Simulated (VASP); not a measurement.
Level of theory: PBE GGA, VASP's PBE PAW potentials (set 64) (plane waves; VASP).

VASP input:

### POSCAR
```
GaN
1
    1.6227726308    -2.8107246057     0.0000000000
    1.6227726308     2.8107246057     0.0000000000
    0.0000000000     0.0000000000     5.2781419904
Ga N
2 2
Direct
  0.6666670000   0.3333330000   0.5000000000
  0.3333330000   0.6666670000   0.0000000000
  0.6666670000   0.3333330000   0.8770000000
  0.3333330000   0.6666670000   0.3770000000
```

INCAR:
```
ALGO = Fast
EDIFF = 1E-5
EDIFFG = -0.03
ENCUT = 400
GGA = PE
IBRION = 2
ISIF = 2
ISMEAR = 0
LASPH = .TRUE.
LCHARG = .FALSE.
LMAXMIX = 4
LREAL = .FALSE.
LWAVE = .TRUE.
NELM = 100
NELMIN = 4
NSW = 20
PREC = Normal
SIGMA = 0.05
SYSTEM = GaN
```

File KPOINTS:
```
Automatic mesh
0
Gamma
12 12 8
0 0 0
```

POTCAR, in this order: Ga N (PBE.64 set). Program: vasp_std.

At this cut-off the stress carries a Pulay error, which pulls relaxed volumes low.

Problem. Estimate the energy per atom (σ→0), pressure, band gap (on the k-mesh).

Solution. 
```yaml
energy per atom (σ→0): -6.089 eV/atom
band gap (on the k-mesh): 1.63 eV
pressure: -2.52 GPa
```

**OSZICAR**
```
...
RMM:   7    -0.243958280053E+02   -0.74843E-01   -0.16687E+00  2280   0.853E+00    0.296E+00
RMM:   8    -0.243567486303E+02    0.39079E-01   -0.15682E-01  2280   0.314E+00    0.452E-01
RMM:   9    -0.243541805542E+02    0.25681E-02   -0.45458E-02  2336   0.119E+00    0.188E-01
RMM:  10    -0.243552969431E+02   -0.11164E-02   -0.12616E-02  2388   0.645E-01    0.104E-01
RMM:  11    -0.243555000888E+02   -0.20315E-03   -0.18266E-03  2280   0.335E-01    0.551E-02
RMM:  12    -0.243554439822E+02    0.56107E-04   -0.55350E-04  2290   0.138E-01    0.151E-02
RMM:  13    -0.243554531053E+02   -0.91231E-05   -0.96452E-05  1875   0.592E-02
   1 F= -.24355453E+02 E0= -.24355453E+02  d E =-.243555E+02
```

The compound is GaN in the wurtzite structure. It was relaxed first, which changed the volume by +5 %.
